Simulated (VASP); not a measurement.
Write the native input for VASP 6.6.1 that does the following.

- Task: relaxation of cell and atoms
- Functional: PBE
- Potentials or basis: VASP PAW PBE potentials, release 64 (S, K_sv, Ti_sv)
- Cutoff: 600 eV
- k mesh: 7 × 7 × 7
- Occupations: fermi-dirac, width 0.1 eV
- Spin: no spin polarisation
- Target pressure: 5 GPa
- Dipole correction: no
- Further INCAR settings: ALGO = Fast; EDIFF = 1e-07; IBRION = 2; EDIFFG = -0.03; NSW = 100; ISIF = 3
- Target pressure: 5 GPa

The structure of KTi2S2 lies in POSCAR:

```
KTi2S2
1.0
    0.0000000000      3.8947230000      0.0000000000
    3.8947230000      0.0000000000      0.0000000000
    1.9473610000      1.9473610000     -6.5900030000
S K Ti
2 1 2
Direct
    0.3600000000      0.3600000000      0.2800000000
    0.6400000000      0.6400000000      0.7200000000
    0.0000000000      0.0000000000      0.0000000000
    0.7500000000      0.2500000000      0.5000000000
    0.2500000000      0.7500000000      0.5000000000
```

The cell was built by a generator and needn't be a form met in nature.

The input as run:

INCAR

```
SYSTEM = KTi2S2
  PREC = Accurate
  ENCUT = 600
  EDIFF = 1E-7
  ISMEAR = -1
  SIGMA = 0.1
  LREAL = .False.
  LASPH = .True.
  NELM = 60
  ALGO = Fast
  ISIF = 3
  LWAVE = .False.
  LCHARG = .False.
  GGA = PE
  IBRION = 2
  NSW = 100
  EDIFFG = -0.03
  PSTRESS = 50.0
```

KPOINTS

```
Automatic mesh
0
Gamma
  7 7 7
  0 0 0
```

Potentials or basis: VASP PAW PBE potentials, release 64 (S, K_sv, Ti_sv).

Run with:

```console
$ cat potpaw_PBE.64/S/POTCAR potpaw_PBE.64/K_sv/POTCAR potpaw_PBE.64/Ti_sv/POTCAR > POTCAR
$ mpirun -np 1 vasp_std > vasp.out
```

Results of the run:

The relaxed volume is 19.25 Å³/atom, the relaxed cell is a = 3.819 Å, b = 3.819 Å, c = 7.128 Å, α = 74.46°, β = 74.46°, γ = 90.00° and the space group after relaxing (to 0.05 Å) is I4/mmm (No. 139). The energy change on relaxing (the enthalpy is what falls) is +13.7 meV/atom, the ionic steps are 7 and the pressure after relaxing is 5.0 GPa. The largest force after relaxing is 0.016 eV/Å. The band gap on the k mesh is none (metal or under the smearing width).

Caveat: the cell is relaxed towards a set pressure, so the enthalpy falls and the energy may rise.

It took 62 min on 1 thread of AMD EPYC 7R43 64-Core Processor (Zen 3), with other jobs on the host, peak memory 0.29 GiB.
